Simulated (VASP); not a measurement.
Energy against volume of HgTe (zinc blende). Method: optB86b-vdW, VASP's PBE PAW potentials (set 64) (plane waves; VASP).

```
V (Å³/atom)  E (eV/atom)
-----------  -----------
33.559           0.48996
34.630           0.47646
35.701           0.47229
36.772           0.47587
37.843           0.48588
```

Problem. Fit a third-order Birch-Murnaghan equation of state.

Solution. 
```
Property                                         Value
---------------------------------------  -------------
volume per atom                          35.71 Å³/atom
bulk modulus                                  38.5 GPa
pressure derivative of the bulk modulus           5.17
lattice constant a                             6.586 Å
```

Measured: bulk modulus 42.3 GPa (computed value off by -9.0 %), as given by Cormac Toher et al., Physical Review Materials (2017), arXiv:1611.05714; a 6.460 Å (computed value off by +2.0 %), as given by R. J. Cava et al., Journal of Materials Chemistry C (2013), arXiv:1302.1059. The calculation is for a static lattice, while the measured bulk modulus, a hold thermal and zero-point effects, which are part of the difference.

The compound is HgTe in the zinc blende structure. It was relaxed first, which changed the volume by +6 %.
